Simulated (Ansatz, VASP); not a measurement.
# Cross-check of HfB between VASP and Ansatz

Aim: how closely do two programs agree when they are given the same cell, functional and k mesh? The two relaxations start from unlike cells of this crystal (the structure described is Ansatz's start), so only their ends are compared.

Calculated with Ansatz 0.2.0; plane waves, with VASP 6.6.1 beside it; relaxation of cell and atoms at PBE.

## (1) Set-up

The structure is cubic, space group Fm-3m (No. 225). The conventional cell has a = 4.620 Å, b = 4.620 Å, c = 4.620 Å, α = 90.00°, β = 90.00°, γ = 90.00°. Hf has 6 B at 2.31 Å nearest. Nearest to B lie 6 Hf at 2.31 Å. Farther neighbours are not listed.

As a file:

```cif
data_structure
_symmetry_space_group_name_H-M 'P 1'
_symmetry_Int_Tables_number 1
_cell_length_a 3.2668
_cell_length_b 3.2668
_cell_length_c 3.2668
_cell_angle_alpha 60.000
_cell_angle_beta 60.000
_cell_angle_gamma 60.000
_cell_volume 24.65
loop_
_atom_site_label
_atom_site_type_symbol
_atom_site_fract_x
_atom_site_fract_y
_atom_site_fract_z
_atom_site_occupancy
Hf1 Hf 0.50000 0.50000 0.50000 1
B2 B 0.00000 0.00000 0.00000 1
```

## (2) Ansatz: relaxation of cell and atoms, PBE

Ansatz runs on its default PAW (the set named soft_2) files.

The relaxed volume is the usual yardstick between codes: in a stiff, nearly cubic crystal its relative difference is about their pressure difference at one cell divided by the bulk modulus.

The input, input.yaml:

```yaml
crystal:
  lattice:
    - [-2.31, 0.0, 2.31]
    - [0.0, 2.31, 2.31]
    - [-2.31, 2.31, 0.0]
  atoms:
    - { symbol: Hf, position: [0.5, 0.5, 0.5] }
    - { symbol: B, position: [0.0, 0.0, 0.0] }
kpoints:
  mp_grid: { grid: [8, 8, 8] }
hamiltonian:
  xc: pbe
scf:
  occupations: { method: gaussian, width: 0.1 }
output:
  forces: true
  stress: true
  eigenvalues: true
relax:
  adjacent_minimum: "off"
  f_tol: 0.05
  max_steps: 80
  cell: { stress_tol: 0.5 }
```

Run with:

```bash
ansatz run input.yaml --threads 2 --pin off --max-ram 5120MiB --backend cpu --events-out ev --progress --plain --runs-dir out
```

Numbers of over 12 decimals in the logs are rounded to 6 here.

Output:

```text
The last accepted step is kept in <dir> (removed where the run ends without a failure and the disk answers)
Engine: ansatz 0.2.0, x86_64-unknown-linux-gnu
Pseudopotentials: kind: paw
Pseudopotential: Hf, paw, valence charge 26, recommended cutoff 420 eV (normal), Hf.paw.azcp
Pseudopotential: B, paw, valence charge 3, recommended cutoff 420 eV (normal), B.paw.azcp
Functional definition: PBE
  parameter kappa = 0.804
  parameter beta = 0.066725
  exchange = pbe_x(kappa = kappa, mu = beta*pi^2/3)
  correlation = pbe_c(beta = beta)
Crystal: 2 atoms, lattice volume = 24.653 Å³
Basis set: ecut = 420 eV, 531 PW (Γ), exchange–correlation on 48×48×48 points (8 copies of the dense FFT grid, shifted against one another)
Bands: 19, of which v1, the nominal top of the filled ones, is band 15 counted from 1 (14 counted from 0)
Symmetry: 48 space group operations
Space group: Fm-3m (ITA 225), of the structure as read, at distance tolerance 2.9e-5 Å
k-points: 29 of 512
Non-local potential: Hf, projectors of the file, l = 0: 3, l = 1: 2, l = 2: 2, l = 3: 3
Non-local potential: B, projectors of the file, l = 0: 2, l = 1: 2, l = 2: 1
PAW form: soft (Blöchl's): semilocal exchange-correlation on the pseudo side does not see the compensation charge
PAW one-centre angular grid: Hf, 590 points (default); XC on 64 Gauss nodes
PAW one-centre angular grid: B, 110 points (default); XC on 64 Gauss nodes
Initial density: superposition of atomic densities (neutral atoms: chi_scale 0, normalization atom), corrected by the library's trained network
Initial wavefunctions: pseudopotential atomic-orbital guess
Functional: x = pbe(κ = 0.804, μ = 0.219515), c = pbe(β = 0.066725)
SCF iter   1: F=—  HF=-15877.802917 eV  |F-HF|=—  |Δ(HF+E_count)|=         —  Δρ=2.45e-3  dr2=8.53e-4  ethr=1.77e-3  ⟨swp⟩=4.9  Hψ=2346  notcnv=0
preconditioner: auto → Kerker (q_TF=auto, 2.803 Å⁻¹)  [metal: Δε(μ)=0.071 eV  Ē_g=18.108 eV  σ=0.100 eV  W_gap=0.38  n_scr=14 (ndim 8)  ℏωp=38.9 eV  f_vac=0.000  D(μ)=1.50/eV (n_scr^D=14)]
SCF iter   2: F=—  HF=-15877.802760 eV  |F-HF|=—  |Δ(HF+E_count)|=   1.57e-4  Δρ=1.57e-3  dr2=4.01e-4  ethr=2.94e-6  ⟨swp⟩=2.2  Hψ=1095  notcnv=0
SCF iter   3: F=—  HF=-15877.802825 eV  |F-HF|=—  |Δ(HF+E_count)|=   6.51e-5  Δρ=5.44e-4  dr2=4.93e-5  ethr=1.38e-6  ⟨swp⟩=2.1  Hψ=932  notcnv=0
SCF iter   4: F=—  HF=-15877.802731 eV  |F-HF|=—  |Δ(HF+E_count)|=   9.44e-5  Δρ=2.03e-4  dr2=5.89e-6  ethr=1.70e-7  ⟨swp⟩=2.2  Hψ=962  notcnv=0
SCF iter   5: F=—  HF=-15877.802736 eV  |F-HF|=—  |Δ(HF+E_count)|=   5.43e-6  Δρ=4.88e-5  dr2=2.78e-7  ethr=2.03e-8  ⟨swp⟩=3.1  Hψ=999  notcnv=0
SCF iter   6: F=—  HF=-15877.802734 eV  |F-HF|=—  |Δ(HF+E_count)|=   1.85e-6  Δρ=1.55e-5  dr2=2.93e-8  ethr=3.45e-10  ⟨swp⟩=7.2  Hψ=2948  notcnv=0
SCF iter   7: F=-15877.802734 eV  HF=-15877.802734 eV  |F-HF|=1.02e-8  |Δ(HF+E_count)|=   2.46e-7  Δρ=3.20e-6  dr2=1.12e-9  ethr=1.01e-10  ⟨swp⟩=4.9  Hψ=2035  notcnv=0
SCF 1 converged in 7 iterations: F = -15877.802734 eV  dr2 = 1.12e-9
  greatest PAW one-centre occupation: 0.998 electrons in one spin orbital (limit 2), on the Hf atom at site 0 (counted from 0), in its partial waves of l = 0
relax step   1: F+E_penalty+E_count = -15877.80273416 eV  Δ(F+E_penalty+E_count) = +0.000e0 eV  max|allowed force component| = 3.879e-29 eV/Å  Δτ_max = 0.0000 Å  P = +29.864 GPa  Ω = 24.653 Å³  (7 SCF iters, dr2 threshold 1.00e-7 eV, accepted)
[...]
relax step   2: F+E_penalty+E_count = -15878.09819523 eV  Δ(F+E_penalty+E_count) = -2.955e-1 eV  max|allowed force component| = 3.091e-29 eV/Å  Δτ_max = 0.0000 Å  P = -1.208 GPa  Ω = 28.437 Å³  energy of the carried Pulay correction = -3.022e-3 eV  (8 SCF iters, dr2 threshold 2.00e-7 eV, accepted)
[...]
relax step   3: F+E_penalty+E_count = -15878.09907114 eV  Δ(F+E_penalty+E_count) = -8.759e-4 eV  max|allowed force component| = 8.513e-30 eV/Å  Δτ_max = 0.0000 Å  P = -0.214 GPa  Ω = 28.268 Å³  energy of the carried Pulay correction = -2.897e-3 eV  (5 SCF iters, dr2 threshold 2.00e-7 eV, accepted)
[...]
relax step   4: F+E_penalty+E_count = -15878.10292569 eV  Δ(F+E_penalty+E_count) = -3.855e-3 eV  max|allowed force component| = 3.083e-29 eV/Å  Δτ_max = 0.0000 Å  P = -0.115 GPa  Ω = 28.268 Å³  stress off target by 1.15e-1 GPa  SCF on the basis re-selected at this cell (its energy is not comparable with the rows above)  (5 SCF iters)
basis re-selected at this cell: Δ(F+E_penalty+E_count) = -3.855e-3 eV, ΔP = +0.099 GPa vs the last step (what re-selecting the basis moved, of the pressure what is left beyond the Pulay correction that the steps carried, after the strain that the cell walked since its last selection, with what the two solves' SCF thresholds leave and, on support functions, any second-order correction that the steps lacked; it is no m [...]
SCF converged after 5 iterations
Free energy (F): -15878.102926 eV
Harris-Foulkes:  -15878.102926 eV  (|F-HF|=1.06e-10)
Internal energy: -15878.094740 eV  (E = F + TS)
E sigma→0 (E₀):  -15878.098833 eV
Entropy (-TS):   -0.008186 eV (-4.093 meV/atom)
Fermi energy:    17.033010 eV
--- Per-component energies (eV) ---
  E_band       = 29.861892
  E_kinetic    = 469.238004
  E_local      = -5373.359956  (includes V_loc(G=0)·N_el)
  E_nonlocal   = -1231.256812
  E_hartree    = 2524.557494
  E_xc         = -331.714873
  E_vxc        = -303.796526  (∫ρ·V_xc dr)
  E_paw        = -7006.326405  (= ΣΔE_a)
  E_vpaw       = 1419.921735  (= ΣTr[D̂ρ^β])
  E_aug_tail   = -0.000003  (compensation charges beyond the density's cutoff)
  E_ewald      = -4929.232188
  E_smearing   = -0.008186  (= −TS)
  E_closure    = -0.000000  (closes the sum)
  Σ components = -15878.102926   (vs F -15878.102926, Δ=0.00e0)
--- Forces (eV/Å), atoms counted from 1 ---
  atom   1  Hf    -0.00000000    -0.00000000    -0.00000000
  atom   2  B      0.00000000     0.00000000     0.00000000
  max |Σ_I F_I| component: 6.03e-29 eV/Å
--- Stress (GPa, compression-positive) ---
       -0.115393       0.000000      -0.000000
        0.000000      -0.115393      -0.000000
       -0.000000      -0.000000      -0.115393
  P = ⅓ Tr σ = -0.1154 GPa (-1.154 kbar)
--- Band table (eV; the first three rows and the last of 29) ---
  k-point 0: bands = [... 11 lower, 7.8480, 18.9962, 18.9962, 18.9962, 20.5848, 20.5848, 20.5848, 20.6569]
  k-point 1: bands = [... 11 lower, 8.2256, 17.8366, 18.3805, 18.3805, 19.6646, 19.6646, 21.0610, 22.9514]
  k-point 2: bands = [... 11 lower, 9.2690, 15.9900, 17.0040, 17.0040, 20.5518, 20.5518, 21.5472, 25.5669]
  k-point 28: bands = [... 11 lower, 11.4643, 15.5964, 15.5964, 15.7442, 21.8283, 21.8283, 23.6383, 23.7238]
--- Relaxed structure (3 steps of the walk, 3 accepted, 1 SCFs on fresh bases) ---
  F+E_penalty+E_count = -15878.10292569 eV   max|allowed force component| = 3.083e-29 eV/Å   (the final SCF, on the basis selected at the relaxed cell)
  cell:  # Å, volume = 28.2683 Å³
    - [-2.417815, 0, 2.417815]
    - [0, 2.417815, 2.417815]
    - [-2.417815, 2.417815, 0]
  atoms:
    - { symbol: Hf, position: [0.5, 0.5, 0.5] }
    - { symbol: B, position: [0, 0, 0] }
```

In the SCF lines HF is the Harris–Foulkes energy and dr2 the Hartree energy of the density residual, in eV; the loop may stop once dr2 is under the threshold and the program's other checks hold. Hψ counts applications of the Hamiltonian.

## (3) VASP: relaxation of cell and atoms, PBE

Its own start cell and the same functional, mesh and smearing now go to VASP, with its own data sets.

Lines of VASP's logs that name or quote its potential files are left out, and so is its time.

The input, INCAR:

```
SYSTEM = HfB
PREC = Accurate
ENCUT = 500
EDIFF = 1E-07
NELM = 120
ISMEAR = 0
SIGMA = 0.1
LREAL = .FALSE.
ALGO = Normal
GGA = PE
NBANDS = 12
LASPH = .TRUE.
LORBIT = 11
LWAVE = .FALSE.
LCHARG = .FALSE.
ISIF = 3
IBRION = 2
NSW = 80
EDIFFG = -0.005
GGA_COMPAT = .FALSE.
NELMIN = 4
```

The input, POSCAR:

```
HfB
1.0
   -2.4175579018      0.0000000000      2.4175579018
    0.0000000000      2.4175579018      2.4175579018
   -2.4175579018      2.4175579018      0.0000000000
Hf B
1 1
Direct
    0.5000000000      0.5000000000      0.5000000000
    0.0000000000      0.0000000000      0.0000000000
```

The input, KPOINTS:

```
Automatic mesh
0
Gamma
8 8 8
0 0 0
```

PAW data sets: Hf_pv and B (PBE family, release 64).

Run with:

```bash
mpirun -np 1 vasp_std
```

Output:

```text
[banner, memory and clock lines left out]
running    1 mpi-ranks, on    1 nodes
 distrk:  each k-point on    1 cores,    1 groups
 distr:  one band on    1 cores,    1 groups

 POSCAR found type information on POSCAR HfB
 POSCAR found :  2 types and       2 ions
 LDA part: xc-table for (Slater+PW92), standard interpolation
 POSCAR, INCAR and KPOINTS ok, starting setup
 FFT: planning ... GRIDC
 FFT: planning ... GRID_SOFT
 FFT: planning ... GRID
 WAVECAR not read
 entering main loop
       N       E                     dE             d eps       ncg     rms          rms(c)
DAV:   1     0.168109744842E+02    0.16811E+02   -0.73005E+03   696   0.989E+02
DAV:   2    -0.181575677630E+02   -0.34969E+02   -0.33078E+02   840   0.186E+02
DAV:   3    -0.191958065021E+02   -0.10382E+01   -0.10330E+01   848   0.231E+01
DAV:   4    -0.192014169943E+02   -0.56105E-02   -0.56100E-02   784   0.206E+00
DAV:   5    -0.192014573575E+02   -0.40363E-04   -0.40344E-04   848   0.156E-01    0.540E+01
DAV:   6    -0.175125841934E+02    0.16889E+01   -0.47547E+00   764   0.118E+01    0.346E+01
DAV:   7    -0.174738835506E+02    0.38701E-01   -0.64102E-01   808   0.544E+00    0.107E+01
DAV:   8    -0.174552139349E+02    0.18670E-01   -0.84068E-02   780   0.171E+00    0.109E+00
DAV:   9    -0.174549993882E+02    0.21455E-03   -0.29808E-03   788   0.420E-01    0.276E-01
DAV:  10    -0.174550085902E+02   -0.92020E-05   -0.76862E-05   848   0.713E-02    0.239E-02
DAV:  11    -0.174550094777E+02   -0.88750E-06   -0.62055E-06   836   0.169E-02    0.341E-02
DAV:  12    -0.174550083319E+02    0.11458E-05   -0.17470E-06   804   0.107E-02    0.145E-03
DAV:  13    -0.174550083541E+02   -0.22133E-07   -0.37902E-08   432   0.192E-03
   1 F= -.17455008E+02 E0= -.17450850E+02  d E =-.174550E+02
 curvature:   0.00 expect dE= 0.000E+00 dE for cont linesearch  0.000E+00
 trial: gam= 0.00000 g(F)=  0.300E-61 g(S)=  0.754E-05 ort = 0.000E+00 (trialstep = 0.100E+01)
 search vector abs. value=  0.754E-05
 bond charge predicted
       N       E                     dE             d eps       ncg     rms          rms(c)
DAV:   1    -0.174550304719E+02   -0.22140E-04   -0.58015E-04   724   0.209E-01    0.586E-02
DAV:   2    -0.174550128561E+02    0.17616E-04   -0.26006E-05   724   0.458E-02    0.309E-02
DAV:   3    -0.174550073869E+02    0.54692E-05   -0.12191E-05   784   0.286E-02    0.253E-02
DAV:   4    -0.174550071579E+02    0.22902E-06   -0.25992E-07   808   0.457E-03    0.197E-02
DAV:   5    -0.174550067540E+02    0.40390E-06   -0.23307E-07   756   0.241E-03    0.353E-03
DAV:   6    -0.174550066958E+02    0.58204E-07   -0.98783E-09   384   0.680E-04
   2 F= -.17455007E+02 E0= -.17450844E+02  d E =0.165829E-05
 trial-energy change:    0.000002  1 .order    0.000001   -0.000008    0.000009
 step:   0.3784(harm=  0.4536)  dis= 0.00000  next Energy=   -17.455010 (dE=-0.138E-05)
 bond charge predicted
       N       E                     dE             d eps       ncg     rms          rms(c)
DAV:   1    -0.174550179481E+02   -0.11194E-04   -0.22444E-04   724   0.130E-01    0.364E-02
DAV:   2    -0.174550112679E+02    0.66802E-05   -0.10057E-05   724   0.285E-02    0.192E-02
DAV:   3    -0.174550094192E+02    0.18487E-05   -0.47278E-06   780   0.178E-02    0.157E-02
DAV:   4    -0.174550094525E+02   -0.33275E-07   -0.91039E-08   496   0.283E-03
   3 F= -.17455009E+02 E0= -.17450849E+02  d E =-.109843E-05
 curvature:  -0.22 expect dE=-0.913E-08 dE for cont linesearch -0.913E-08
 trial: gam=-0.06833 g(F)=  0.273E-60 g(S)=  0.410E-07 ort = 0.556E-06 (trialstep = 0.876E+00)
 search vector abs. value=  0.323E-09
 reached required accuracy - stopping structural energy minimisation
```

OUTCAR, selected parts (step 3):

```text
ion  position               nearest neighbor table
   1  0.500  0.500  0.500-   2 2.42   2 2.42   2 2.42   2 2.42   2 2.42   2 2.42
   2  0.000  0.000  0.000-   1 2.42   1 2.42   1 2.42   1 2.42   1 2.42   1 2.42

  LATTYP: Found a face centered cubic cell.
 ALAT       =     4.8351158036

 Subroutine GETGRP returns: Found 48 space group operations
 (whereof 48 operations were pure point group operations)

The static configuration has the point symmetry O_h .

 Found     29 irreducible k-points:

   k-points           NKPTS =     29   k-points in BZ     NKDIM =     29   number of bands    NBANDS=     12

   dimension x,y,z NGX =    28 NGY =   28 NGZ =   28
   dimension x,y,z NGXF=    56 NGYF=   56 NGZF=   56

   ENCUT  =  500.0 eV  36.75 Ry    6.06 a.u.   6.23  6.23  6.23*2*pi/ulx,y,z

   NELECT =      13.0000    total number of electrons

 k-points in reciprocal lattice and weights: Automatic mesh
   0.00000000  0.00000000  0.00000000       0.002
   0.12500000  0.00000000  0.00000000       0.016
   0.25000000  0.00000000  0.00000000       0.016
   0.37500000  0.00000000  0.00000000       0.016
   0.50000000  0.00000000  0.00000000       0.008
   0.12500000  0.12500000  0.00000000       0.012
   0.25000000  0.12500000  0.00000000       0.047
   0.37500000  0.12500000  0.00000000       0.047
   0.50000000  0.12500000  0.00000000       0.047
[...]
-0.37500000  0.50000000  0.12500000       0.023
  -0.25000000  0.50000000  0.25000000       0.012

 average (electrostatic) potential at core
       1 -36.6155       2 -26.7869

 E-fermi :   4.3453

 k-point     1 :       0.0000    0.0000    0.0000
  band No.  band energies     occupation
      1     -24.7424      2.00000
      2     -24.7424      2.00000
      3     -24.7424      2.00000
      4      -4.8343      2.00000
      5       6.3291      0.00000
      6       6.3291      0.00000
      7       6.3291      0.00000
      8       7.8576      0.00000
      9       7.8576      0.00000
    ...

 k-point     2 :       0.1250    0.0000    0.0000
  band No.  band energies     occupation
      1     -24.8090      2.00000
      2     -24.7497      2.00000
      3     -24.7497      2.00000
      4      -4.4577      2.00000
      5       5.1489      0.00000
      6       5.6913      0.00000
      7       5.6913      0.00000
      8       6.9889      0.00000
      9       6.9889      0.00000
    ...

 k-point     3 :       0.2500    0.0000    0.0000
  band No.  band energies     occupation
    ...
      3     -24.7672      2.00000
      4      -3.4159      2.00000
      5       3.2935      2.00000
      6       4.3201      1.27803
      7       4.3201      1.27802
      8       7.8784      0.00000
      9       7.8784      0.00000
     10       8.8408      0.00000
     11      12.8968      0.00000
     12      12.8968      0.00000

  Total        0.0007532      0.0007532      0.0007532     -0.0000000     -0.0000000     -0.0000000
  in kB        0.0426885      0.0426885      0.0426885     -0.0000000     -0.0000000     -0.0000000
  external PRESSURE =       0.0426885 kB  Pullay stress =       0.0000000 kB

  energy-cutoff  :      500.00
  volume of cell :       28.27
      direct lattice vectors                 reciprocal lattice vectors
    -2.417783166  0.000000000  2.417783166    -0.206801010 -0.206801010  0.206801010
    -0.000000000  2.417783166  2.417783166     0.206801010  0.206801010  0.206801010
    -2.417783166  2.417783166 -0.000000000    -0.206801010  0.206801010 -0.206801010

 POSITION                                       TOTAL-FORCE (eV/Angst)
 -----------------------------------------------------------------------------------
     -2.41778      2.41778      2.41778         0.000000      0.000000      0.000000
     -0.00000      0.00000      0.00000        -0.000000     -0.000000     -0.000000
 -----------------------------------------------------------------------------------
    total drift:                               -0.000000      0.000000      0.000000

  FREE ENERGIE OF THE ION-ELECTRON SYSTEM (eV)
  ---------------------------------------------------
  free  energy   TOTEN  =       -17.4550094525 eV

  energy  without entropy=      -17.4466887116  energy(sigma->0) =      -17.45084908

 reached required accuracy - stopping structural energy minimisation

 total charge
# of ion       s       p       d       tot
------------------------------------------
    1        0.319   6.526   1.649   8.494
    2        0.761   1.065   0.000   1.826
--------------------------------------------------
tot          1.079   7.591   1.649  10.319

[... 3 further parts left out ...]
```

CONTCAR:

```
HfB
   1.00000000000000
    -2.4177831664251492    0.0000000000000000    2.4177831664251492
    -0.0000000000000000    2.4177831664251492    2.4177831664251492
    -2.4177831664251492    2.4177831664251492   -0.0000000000000000
  Hf              B
     1     1
Direct
     0.5000000000000000    0.5000000000000000    0.5000000000000000
     0.0000000000000000    0.0000000000000000    0.0000000000000000
```

## (4) Comparison

Known differences besides the potentials themselves: the data sets hold 29 valence electrons in Ansatz (on its default PAW (the set named soft_2) files) and 13 in VASP; the cutoff is 420 eV in Ansatz and 500 eV in VASP; Ansatz adds a Pulay correction to the stress that steers its cell, VASP none. Total energies have different zeros and are not compared.

The two programs side by side:

| quantity | Ansatz | VASP | difference |
| --- | --- | --- | --- |
| volume (Å³) | 28.27 | 28.27 | +0.00 % |
| edge a after relaxation, in the typed setting (Å) | 3.419 | 3.419 | +0.00 % |

## (5) Outcome

```yaml
difference_in_volume_relaxation_of_cell_and_atoms_pbe: 0.0039 %
```

What this shows: The difference in volume is 0.0039 % (relaxation of cell and atoms, PBE), within the 1.2 % picked in this series as the mark of a large difference, as far as the stopping tolerances let one tell. The data sets hold unlike numbers of valence electrons (29 in Ansatz and 13 in VASP), so part of the differences comes from the potentials. 2 further runs of this series are not shown here. How closely two codes agree says nothing of how well the functional describes the real material.

[Lines on the potential files, build, host, timing and source positions are cut from VASP's logs without a mark.]

[Logs are printed without paths, hosts, clocks, repeated set-up lines and the standing remarks that a program may print on its own settings, such as how far it seeks lower states.]

[Hosts, paths, dates, database ids (printed as entryN), source tags and the programs' standing remarks are cut or masked in the printed files.]
